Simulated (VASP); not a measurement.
Given:

```
Mg2Si
1.0
    0.00000     3.17046     3.17046
    3.17046     0.00000     3.17046
    3.17046     3.17046     0.00000
Mg Si
2 1
Direct
  0.25000   0.25000   0.25000
  0.75000   0.75000   0.75000
  0.00000   0.00000   0.00000
```

All values below come from optB88-vdW, VASP's PBE PAW potentials (set 64) (plane waves; VASP 6.6.1). Run with 520 eV cut-off, 7×7×7 Γ-centred mesh, tetrahedra with Blöchl corrections, potentials Mg Si.

Question: Predict the energy per atom (σ→0).

Answer: 
```yaml
energy per atom (σ→0): -1.559 eV/atom
```

Only differences to runs with the same potentials and settings are physical.

The compound is Mg2Si in the antifluorite structure. It was relaxed first.
